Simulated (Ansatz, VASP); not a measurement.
**Zn2SbO3: VASP beside Ansatz**

```xyz
6
Lattice="4.9977 0.0000 0.0000 0.0000 6.0428 0.0000 0.0000 0.0000 3.6210" Properties=species:S:1:pos:R:3 pbc="T T T"
Zn    2.4989    4.1553    1.8105
Zn    2.4989    1.8875    1.8105
Sb    0.0000    0.0000    1.8105
O     0.0000    3.0214    2.4796
O     0.0000    3.0214    1.1414
O     2.4989    0.0000    1.8105
```

Alike in both runs: functional PBE; k mesh 6 × 4 × 4; occupations gaussian, width 0.1 eV; no spin polarisation.

Ansatz relaxed the structure, and its values are those at the end. VASP's run is a single point on that final structure, the one shown.

|  | VASP | Ansatz |
| --- | --- | --- |
| version | VASP 6.6.1 | Ansatz 0.2.0 |
| potentials or method | VASP PAW PBE potentials, release 64 (Zn, Sb, O) | scalar-relativistic, plane waves, PAW |
| plane-wave cutoff (eV) | 520 | 420 |
| valence electrons in the cell | 47 | 57 |

Ansatz gave:

| Quantity | Value |
| --- | --- |
| gap on the k mesh at the Fermi level (eV) | none |
| pressure (GPa) | 0.1 |
| rms of the force components (eV/Å) | 0.003 |

**Question.** What did VASP give for the same quantities?

**Answer.** gap on the k mesh at the Fermi level (eV): none; pressure (GPa): 0.5; rms of the force components (eV/Å): 0.150.

A gap of «none» marks a metal or a gap that the smearing closes. One of these differences is far larger than is usual between the two programs; its cause wasn't traced. With one functional, cell and mesh, what is left measures potentials, basis and numerics. The two sets of potentials don't hold the same shells in valence.

Caveats: the k mesh is coarse (spacing up to 0.43 Å⁻¹), so the values aren't converged; an odd number of electrons without spin polarisation forces a metal; a magnetic or distorted state may lie lower. The runs have no spin-orbit coupling, so splittings on Sb are missing.
